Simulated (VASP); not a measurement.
Elastic constants (GPa) of a crystal from PBEsol GGA, VASP's PBE PAW potentials (set 64) (VASP):

```
      xx    yy    zz    yz    xz    xy
--  ----  ----  ----  ----  ----  ----
xx  73.1  20.8  20.8   0.0   0.0   0.0
yy  20.8  73.1  20.8   0.0   0.0   0.0
zz  20.8  20.8  73.1   0.0   0.0   0.0
yz   0.0   0.0   0.0  10.4   0.0   0.0
xz   0.0   0.0   0.0   0.0  10.4   0.0
xy   0.0   0.0   0.0   0.0   0.0  10.4
```

Problem. Work out the Voigt, Reuss and Hill moduli, Young's modulus and Poisson's ratio.

Solution. All eigenvalues are positive (smallest 10.4 GPa), so the crystal is stable. K_V = (C11+C22+C33+2(C12+C13+C23))/9 = (219.3 + 2×62.4)/9 = 38.2 GPa; G_V = (219.3 − 62.4 + 3×31.2)/15 = 16.7 GPa. From the compliances, K_R = 38.2 GPa and G_R = 13.7 GPa. Hill: K = 38.2 GPa, G = 15.2 GPa, E = 9KG/(3K+G) = 40.3 GPa, ν = (3K−2G)/(2(3K+G)) = 0.324. K/G = 2.52, above Pugh's 1.75; universal anisotropy A^U = 1.09.

Problem. With a density of 3.18 g/cm³, what are the mean sound speeds?

Solution. v_l = √((K+4G/3)/ρ) = 4.29 km/s and v_t = √(G/ρ) = 2.19 km/s. The crystal is SrCl2 (fluorite), cubic.

The compound is SrCl2 in the fluorite structure. It was relaxed first.
